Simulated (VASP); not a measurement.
Level of theory: LDA (Ceperley-Alder, Perdew-Zunger), VASP's LDA PAW potentials (set 64) (plane waves; VASP).

VASP ran on this input.

**POSCAR**
```
GaAs
1.0
  0.0000000000   2.8051874881   2.8051874881
  2.8051874881   0.0000000000   2.8051874881
  2.8051874881   2.8051874881   0.0000000000
Ga As
1 1
Cart
  0.0000000000   0.0000000000   0.0000000000
  1.4025937441   1.4025937441   1.4025937441
```

### KPOINTS
```
k-points along high-symmetry lines
15
Line-mode
Reciprocal
  0.000000   0.000000   0.000000 ! GAMMA
 -0.500000  -0.500000   0.000000 ! X

 -0.500000  -0.500000   0.000000 ! X
 -0.375000  -0.375000   0.250000 ! U

 -0.375000   0.000000   0.375000 ! K
  0.000000   0.000000   0.000000 ! GAMMA

  0.000000   0.000000   0.000000 ! GAMMA
  0.000000   0.000000   0.500000 ! L

  0.000000   0.000000   0.500000 ! L
 -0.500000  -0.250000   0.250000 ! W

 -0.500000  -0.250000   0.250000 ! W
 -0.500000  -0.500000   0.000000 ! X
```

INCAR:
```
# general
SYSTEM =GaAs
PREC   =Accurate
ENCUT  =520
LREAL  =.False.
LASPH  =.True.
ICHARG =11

# electronic loop
EDIFF  =1E-7
NELM   =100
ALGO   =Normal
LMAXMIX=4

# smearing
ISMEAR =0
SIGMA  =0.05

# output
LWAVE  =.False.
LCHARG =.False.
LORBIT =11
```

POTCAR, in this order: Ga_d As (LDA.64 set). Program: vasp_std. Read from the step before: CHGCAR.

Output of the run:

File OSZICAR:
```
       N       E                     dE             d eps       ncg     rms          rms(c)
DAV:   1     0.803964675974E+02    0.80396E+02   -0.93362E+03  2374   0.193E+03
DAV:   2    -0.144646934094E+01   -0.81843E+02   -0.78734E+02  2525   0.332E+02
DAV:   3    -0.790501431836E+01   -0.64585E+01   -0.62829E+01  2970   0.752E+01
DAV:   4    -0.801542219218E+01   -0.11041E+00   -0.11034E+00  2710   0.109E+01
DAV:   5    -0.801734364451E+01   -0.19215E-02   -0.19212E-02  2876   0.126E+00
DAV:   6    -0.801742107429E+01   -0.77430E-04   -0.77430E-04  3227   0.224E-01
DAV:   7    -0.801742190630E+01   -0.83201E-06   -0.83198E-06  2944   0.166E-02
DAV:   8    -0.801742193582E+01   -0.29515E-07   -0.29526E-07  2095   0.246E-03
   1 F= -.80174219E+01 E0= -.80174219E+01  d E =-.144245E-12
```

File OUTCAR:
```
 val. band max:        4.0240885625   @ k =   0.0000   0.0000   0.0000

 cond. band min:       4.5304155736   @ k =   0.0000   0.0000   0.0000



 k-point     1 :       0.0000    0.0000    0.0000
  band No.  band energies     occupation
      1     -10.9481      2.00000
      2     -10.9481      2.00000
      3     -10.9481      2.00000
      4     -10.8643      2.00000
      5     -10.8643      2.00000
      6      -8.9081      2.00000
      7       4.0241      2.00000
      8       4.0241      2.00000
      9       4.0241      2.00000
     10       4.5304      0.00000
     11       7.7031      0.00000
     12       7.7031      0.00000
     13       7.7031      0.00000

 k-point     2 :      -0.0357   -0.0357    0.0000
  band No.  band energies     occupation
      1     -10.9502      2.00000
      2     -10.9475      2.00000
      3     -10.9475      2.00000
      4     -10.8645      2.00000
      5     -10.8641      2.00000
      6      -8.8873      2.00000
      7       3.5751      2.00000
      8       3.9524      2.00000
      9       3.9524      2.00000
     10       4.9760      0.00000
     11       7.6225      0.00000
     12       7.7998      0.00000
     13       7.7998      0.00000

 k-point     3 :      -0.0714   -0.0714    0.0000
  band No.  band energies     occupation
      1     -10.9561      2.00000
      2     -10.9456      2.00000
      3     -10.9456      2.00000
      4     -10.8653      2.00000
      5     -10.8636      2.00000
      6      -8.8252      2.00000
      7       2.9470      2.00000
      8       3.7585      2.00000
      9       3.7585      2.00000
     10       5.5869      0.00000
     11       7.4127      0.00000
     12       8.0682      0.00000
     13       8.0682      0.00000

 k-point     4 :      -0.1071   -0.1071    0.0000
  band No.  band energies     occupation
      1     -10.9652      2.00000
      2     -10.9426      2.00000
      3     -10.9426      2.00000
      4     -10.8666      2.00000
...
```

The density is held fixed in this step, so its total energy and stress have no physical meaning.

The compound is GaAs in the zinc blende structure. It was relaxed first.
